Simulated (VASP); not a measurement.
Level of theory: MS2 meta-GGA, VASP's PBE PAW potentials (set 64) (plane waves; VASP).

Input for VASP

**POSCAR**
```
Na
1.0
 -2.1300000000   2.1300000000   2.1300000000
  2.1300000000  -2.1300000000   2.1300000000
  2.1300000000   2.1300000000  -2.1300000000
Na
1
Cartesian
  0.0000000000   0.0000000000   0.0000000000
```

KPOINTS:
```
Automatic mesh
0
Gamma
11 11 11
0 0 0
```

INCAR:
```
EDIFF = 1E-6   ! SCF stop (eV)
LWAVE = .FALSE.
ALGO = Normal   ! blocked Davidson
LCHARG = .FALSE.
ENCUT = 520
LREAL = .FALSE.
PREC = Accurate
SIGMA = 0.1
METAGGA = MS2
LMIXTAU = .TRUE.
ISIF = 3   ! ions, shape and volume
EDIFFG = -0.01   ! ionic stop
SYSTEM = Na
NSW = 60
ISMEAR = 1
LASPH = .TRUE.   ! aspherical one-centre terms
NELM = 100   ! most electronic steps
IBRION = 2   ! conjugate gradients
```

POTCAR, in this order: Na_pv (PBE.64 set). Program: vasp_std.

**Question.** Predict the energy per atom (σ→0), volume per atom, band gap (on the k-mesh).

**Answer.** 
```json
{
  "energy per atom (σ→0)": "-4.498 eV/atom",
  "band gap (on the k-mesh)": "none (metal, semimetal or under 0.01 eV)",
  "volume_per_atom": "38.16 Å³/atom"
}
```

**OSZICAR**
```
...
DAV:   3    -0.449823973232E+01    0.23483E-03   -0.41960E-04   784   0.349E-01    0.770E-03
DAV:   4    -0.449832655806E+01   -0.86826E-04   -0.27861E-04   784   0.160E-01    0.149E-03
DAV:   5    -0.449830451131E+01    0.22047E-04   -0.53883E-05   784   0.888E-02    0.751E-04
DAV:   6    -0.449830947593E+01   -0.49646E-05   -0.27742E-06   798   0.219E-02    0.323E-04
DAV:   7    -0.449830432032E+01    0.51556E-05   -0.43806E-06   784   0.223E-02    0.280E-04
DAV:   8    -0.449830745740E+01   -0.31371E-05   -0.14576E-06   784   0.145E-02    0.763E-05
DAV:   9    -0.449830702277E+01    0.43464E-06   -0.50765E-07   784   0.632E-03
   3 F= -.44983070E+01 E0= -.44981934E+01  d E =-.403094E-03
```

The compound is Na in the bcc structure. This run relaxes it. Symmetry was kept, so distortions that lower it aren't found.
